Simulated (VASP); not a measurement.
Input:

```
HfS2
1.0
    1.80603    -3.12814     0.00000
    1.80603     3.12814     0.00000
    0.00000     0.00000     5.82086
Hf S
1 2
Direct
  0.00000   0.00000   0.00000
  0.33333   0.66667   0.24892
  0.66667   0.33333   0.75108
```

The numbers are results of PBE GGA with D4 dispersion, VASP's PBE PAW potentials (set 64) (plane waves; VASP 6.6.1), not measurements. Settings: 520 eV cut-off, Gaussian smearing of 0.050 eV, potentials Hf_pv S.

Unless said otherwise, spin-orbit coupling is left out, though it shifts the bands of the heavy elements here.

Q: Give the energies of bands 6 to 14 at the high-symmetry points, in eV from the valence-band maximum.

A: 
```csv
band,Γ,M,K,A,L,H
6,-4.94,-4.97,-4.15,-3.71,-5.10,-3.83
7,-2.84,-2.93,-3.63,-2.79,-3.62,-3.83
8,-2.84,-2.64,-3.63,-2.79,-2.72,-3.79
9,-0.14,-2.53,-2.27,-1.98,-2.46,-2.33
10,-0.14,-2.11,-2.27,-0.29,-1.11,-1.90
11,-0.01,-1.41,-1.71,-0.29,-0.94,-1.90
12,1.92,1.10,2.54,1.87,0.95,2.75
13,1.92,4.03,3.65,1.87,4.01,3.25
14,2.50,4.09,3.65,2.79,4.13,3.25
```

The gap is indirect, 0.95 eV, from the valence maximum at K-Γ at 0.89 to the conduction minimum at L.

Measured: gap 1.80 eV (computed value off by -0.85 eV), as given by Miłosz Rybak et al., Nanomaterials (2022), arXiv:2210.12074.

The compound is HfS2 in the 1T layered structure. It was relaxed first.
